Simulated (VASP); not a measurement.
Al2O3:

```xyz
10
Lattice="2.3770 1.3724 4.3300 -2.3770 1.3724 4.3300 0.0000 -2.7447 4.3300" Properties=species:S:1:pos:R:3 pbc="T T T"
Al    0.0000    0.0000   11.0711
Al    0.0000    0.0000    8.4139
Al    0.0000    0.0000    1.9189
Al    0.0000    0.0000    4.5761
O    -0.9204   -1.3724    5.4125
O     1.6487   -0.1109    5.4125
O    -0.7283    1.4832    5.4125
O     0.9204    1.3724    7.5775
O    -1.6487    0.1109    7.5775
O     0.7283   -1.4832    7.5775
```

Program: VASP 6.6.1. Alike in all runs: task single point; potentials or basis VASP PAW PBE potentials, release 64 (Al, O); no spin polarisation; cell as given; k mesh 4 × 4 × 4; cutoff (eV) 520; smearing fermi-dirac 0.05 eV.

**Question.** Order these runs on this cell by their band gap on the k mesh, lowest first.
A. level TB-mBJ
B. level PBE
C. level r2SCAN

**Answer.** B (6.26 eV), C (7.18 eV), A (7.99 eV).
